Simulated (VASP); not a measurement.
Data:

```xyz
2
Lattice="0.0000 2.1833 2.1833 2.1833 0.0000 2.1833 2.1833 2.1833 0.0000" Properties=species:S:1:pos:R:3 pbc="T T T"
Ta     0.0000     0.0000     0.0000
C      2.1833     2.1833     2.1833
```

All values below come from PBEsol GGA, VASP's PBE PAW potentials (set 64) (plane waves; VASP). Numerical set-up: 620 eV cut-off, 14×14×14 Γ-centred mesh, first-order Methfessel-Paxton smearing of 0.10 eV, potentials Ta_pv C.

Unless said otherwise, spin-orbit coupling is left out, though it shifts the bands of the heavy elements here.

Question: Estimate the energy per atom (σ→0), pressure, band gap (on the k-mesh) with the smallest direct gap where there is one.

Answer: 
| Quantity | Value |
|---|---|
| band gap (on the k-mesh) | none (metal, semimetal or under 0.01 eV) |
| energy per atom (σ→0) | -11.726 eV/atom |
| pressure | 19.98 GPa |

The compound is TaC in the rock salt structure. It was relaxed first under an external pressure of 20 GPa. The electron count is odd and the run is not spin-polarised, which forces a metal.
